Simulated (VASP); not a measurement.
Level of theory: PBEsol GGA, VASP's PBE PAW potentials (set 64) (plane waves; VASP).

The input files of a VASP run:

**INCAR**
```
SYSTEM  =  NaCl
PREC  =  Accurate; ENCUT  =  400; LREAL  =  F
LASPH  =  T
EDIFF  =  1E-6; NELM  =  100; ALGO  =  Normal
ISMEAR  =  0; SIGMA  =  0.05
GGA  =  PS
IBRION  =  2; NSW  =  60; ISIF  =  3
EDIFFG  =  -0.01
LWAVE  =  F; LCHARG  =  F
```

File POSCAR:
```
NaCl
1
    0.0000000000     2.8944000000     2.8944000000
    2.8944000000     0.0000000000     2.8944000000
    2.8944000000     2.8944000000     0.0000000000
Na Cl
1 1
Direct
  0.0000000000   0.0000000000   0.0000000000
  0.5000000000   0.5000000000   0.5000000000
```

**KPOINTS**
```
Regular mesh
0
G
  7 7 7
0 0 0
```

POTCAR, in this order: Na_pv Cl (PBE.64 set). Program: vasp_std.

The resulting files:

**OUTCAR**
```
 ion  position               nearest neighbor table
   1  0.000  0.000  0.000-
   2  0.500  0.500  0.500-
  LATTYP: Found a face centered cubic cell.
 ALAT       =     5.7888000000
 Subroutine PRICEL returns:
 Original cell was already a primitive cell.
 Subroutine GETGRP returns: Found 48 space group operations
The static configuration has the point symmetry O_h .
The dynamic configuration has the point symmetry O_h .
 Subroutine INISYM returns: Found 48 space group operations
 Subroutine IBZKPT returns following result:
 Found     20 irreducible k-points:

 Following reciprocal coordinates:
            Coordinates               Weight
  0.000000  0.000000  0.000000      1.000000
  0.142857  0.000000  0.000000      8.000000
  0.285714  0.000000  0.000000      8.000000
  0.428571  0.000000  0.000000      8.000000
  0.142857  0.142857  0.000000      6.000000
  0.285714  0.142857  0.000000     24.000000
  0.428571  0.142857  0.000000     24.000000
 -0.428571  0.142857  0.000000     24.000000
 -0.285714  0.142857  0.000000     24.000000
 -0.142857  0.142857  0.000000     12.000000
  0.285714  0.285714  0.000000      6.000000
  0.428571  0.285714  0.000000     24.000000
 -0.428571  0.285714  0.000000     24.000000
 -0.285714  0.285714  0.000000     12.000000
  0.428571  0.428571  0.000000      6.000000
 -0.428571  0.428571  0.000000     12.000000
  0.428571  0.285714  0.142857     24.000000
 -0.428571  0.285714  0.142857     48.000000
 -0.428571  0.428571  0.142857     24.000000
 -0.285714  0.428571  0.142857     24.000000
   k-points           NKPTS =     20   k-points in BZ     NKDIM =     20   number of bands    NBANDS=     11
   number of dos      NEDOS =    301   number of ions     NIONS =      2
   total plane-waves  NPLWV =  21952
   dimension x,y,z NGX =    28 NGY =   28 NGZ =   28
...
```

OSZICAR:
```
       N       E                     dE             d eps       ncg     rms          rms(c)
DAV:   1     0.850828998750E+02    0.85083E+02   -0.64384E+03   440   0.992E+02
DAV:   2     0.285899230441E-01   -0.85054E+02   -0.78348E+02   492   0.250E+02
DAV:   3    -0.700429642892E+01   -0.70329E+01   -0.69990E+01   530   0.773E+01
DAV:   4    -0.714429902621E+01   -0.14000E+00   -0.13990E+00   514   0.121E+01
DAV:   5    -0.714776563798E+01   -0.34666E-02   -0.34663E-02   535   0.181E+00    0.187E+00
DAV:   6    -0.697493491501E+01    0.17283E+00   -0.35037E-01   497   0.439E+00    0.134E+00
DAV:   7    -0.696378878300E+01    0.11146E-01   -0.72583E-02   571   0.199E+00    0.898E-01
DAV:   8    -0.696806829811E+01   -0.42795E-02   -0.86290E-03   467   0.999E-01    0.232E-01
DAV:   9    -0.696800990054E+01    0.58398E-04   -0.19700E-04   545   0.130E-01    0.152E-01
DAV:  10    -0.696811394522E+01   -0.10404E-03   -0.38716E-04   464   0.126E-01    0.592E-02
DAV:  11    -0.696810029865E+01    0.13647E-04   -0.27508E-05   530   0.357E-02    0.190E-02
DAV:  12    -0.696809931758E+01    0.98107E-06   -0.46270E-06   461   0.132E-02
   1 F= -.69680993E+01 E0= -.69680993E+01  d E =-.696810E+01
       N       E                     dE             d eps       ncg     rms          rms(c)
DAV:   1    -0.719881577276E+01   -0.23072E+00   -0.45065E+00   494   0.313E+01    0.301E+00
DAV:   2    -0.702528235294E+01    0.17353E+00   -0.29589E-01   494   0.566E+00    0.119E+00
DAV:   3    -0.699643838436E+01    0.28844E-01   -0.65749E-02   497   0.293E+00    0.578E-01
DAV:   4    -0.699313786816E+01    0.33005E-02   -0.18437E-03   633   0.569E-01    0.576E-02
DAV:   5    -0.699307705496E+01    0.60813E-04   -0.14156E-04   500   0.123E-01    0.262E-02
DAV:   6    -0.699307586794E+01    0.11870E-05   -0.14056E-05   500   0.646E-02    0.112E-02
DAV:   7    -0.699307612692E+01   -0.25898E-06   -0.22374E-06   423   0.131E-02
   2 F= -.69930761E+01 E0= -.69930761E+01  d E =-.249768E-01
       N       E                     dE             d eps       ncg     rms          rms(c)
DAV:   1    -0.761835258630E+01   -0.62528E+00   -0.13467E+01   494   0.537E+01    0.539E+00
DAV:   2    -0.710146666312E+01    0.51689E+00   -0.82836E-01   494   0.993E+00    0.210E+00
DAV:   3    -0.701091171673E+01    0.90555E-01   -0.21054E-01   500   0.531E+00    0.107E+00
DAV:   4    -0.700101320176E+01    0.98985E-02   -0.57500E-03   649   0.985E-01    0.111E-01
DAV:   5    -0.700079313539E+01    0.22007E-03   -0.40977E-04   470   0.180E-01    0.433E-02
DAV:   6    -0.700078638228E+01    0.67531E-05   -0.58752E-05   509   0.129E-01    0.200E-02
DAV:   7    -0.700078643677E+01   -0.54496E-07   -0.66682E-06   470   0.235E-02
   3 F= -.70007864E+01 E0= -.70007864E+01  d E =-.326871E-01
       N       E                     dE             d eps       ncg     rms          rms(c)
DAV:   1    -0.706650629809E+01   -0.65720E-01   -0.14491E+00   491   0.190E+01    0.162E+00
DAV:   2    -0.701425315095E+01    0.52253E-01   -0.88611E-02   491   0.321E+00    0.658E-01
DAV:   3    -0.700489109247E+01    0.93621E-02   -0.21348E-02   500   0.171E+00    0.308E-01
DAV:   4    -0.700383238984E+01    0.10587E-02   -0.63452E-04   641   0.323E-01    0.258E-02
DAV:   5    -0.700381359393E+01    0.18796E-04   -0.71405E-05   494   0.786E-02    0.173E-02
DAV:   6    -0.700381046029E+01    0.31336E-05   -0.45062E-06   476   0.354E-02    0.569E-03
DAV:   7    -0.700381027098E+01    0.18931E-06   -0.42537E-07   223   0.637E-03
   4 F= -.70038103E+01 E0= -.70038103E+01  d E =-.357110E-01
```

OUTCAR:
```
------------------------ aborting loop because EDIFF is reached ----------------------------------------
  FORCE on cell =-STRESS in cart. coord.  units (eV):
  Direction    XX          YY          ZZ          XY          YZ          ZX
  --------------------------------------------------------------------------------------
  Total        0.0192407      0.0192407      0.0192407      0.0000000     -0.0000000     -0.0000000
  in kB        0.7057910      0.7057910      0.7057910      0.0000000     -0.0000000     -0.0000000
  external PRESSURE =       0.7057910 kB  Pullay stress =       0.0000000 kB
  volume of cell :       43.68
      direct lattice vectors                 reciprocal lattice vectors
     0.000000000  2.795171801  2.795171801    -0.178879881  0.178879881  0.178879881
     2.795171801  0.000000000  2.795171801     0.178879881 -0.178879881  0.178879881
     2.795171801  2.795171801 -0.000000000     0.178879881  0.178879881 -0.178879881
  FREE ENERGIE OF THE ION-ELECTRON SYSTEM (eV)
  ---------------------------------------------------
  free  energy   TOTEN  =        -7.0038102710 eV

  energy  without entropy=       -7.0038102710  energy(sigma->0) =       -7.00381027

 reached required accuracy - stopping structural energy minimisation
```
(Selected blocks of OUTCAR.)

### CONTCAR
```
NaCl
   1.00000000000000
     0.0000000000000000    2.7951718011168607    2.7951718011168607
     2.7951718011168607    0.0000000000000000    2.7951718011168607
     2.7951718011168607    2.7951718011168607   -0.0000000000000000
  Na              Cl
     1     1
Direct
     0.0000000000000000    0.0000000000000000    0.0000000000000000
     0.5000000000000000    0.5000000000000000    0.5000000000000000
```

Energy and stress use the plane-wave basis of the starting cell.

The structure was generated: NaCl was put into the rock salt type (Fm-3m), which need not be its known phase. This run relaxes it. Symmetry was kept, so distortions that lower it aren't found.
